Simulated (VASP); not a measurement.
Here is the system:

```
CELL_PARAMETERS angstrom
      2.78983     0.00000     0.00000
     -1.39491     2.41606     0.00000
      0.00000     0.00000     8.97630
ATOMIC_POSITIONS crystal
  Zn 0.00000 0.00000 0.00000
  Zn 0.00000 0.00000 0.50000
  Zn 0.33333 0.66667 0.25000
  Zn 0.66667 0.33333 0.75000
```

All values below come from PBE GGA, VASP's PBE PAW potentials (set 64) (plane waves; VASP). Run with 300 eV cut-off, 18×18×5 Γ-centred mesh shifted by (0.5, 0.5, 0.5), Gaussian smearing of 0.20 eV, potentials Zn.

At this cut-off the stress carries a Pulay error, which pulls relaxed volumes low.

**Question.** The ions, cell shape and volume are relaxed. Give the cell that the relaxation ends in.

**Answer.** 
```
CELL_PARAMETERS angstrom
      2.67861     0.00000     0.00000
     -1.33931     2.31975     0.00000
      0.00000     0.00000     9.66665
ATOMIC_POSITIONS crystal
  Zn 0.00000 0.00000 0.00000
  Zn 0.00000 0.00000 0.50000
  Zn 0.33333 0.66667 0.25000
  Zn 0.66667 0.33333 0.75000
```
Space group P6_3/mmc (194), at a tolerance of 0.03 Å.

**Question.** How do energy and volume change from the first to the last step?

**Answer.** The energy (σ→0) changes by -7.4 meV/atom and the volume by -0.7 %, in 19 ionic steps.

The structure was generated: Zn was put into an ordered model structure, which need not be its known phase. This run relaxes it. Symmetry was kept, so distortions that lower it aren't found. The run is one of a series of settings (EDIFFG = -0.01, GGA = PE, IBRION = 2, ISIF = 3, NSW = 50 against the base run), some of them coarse on purpose.
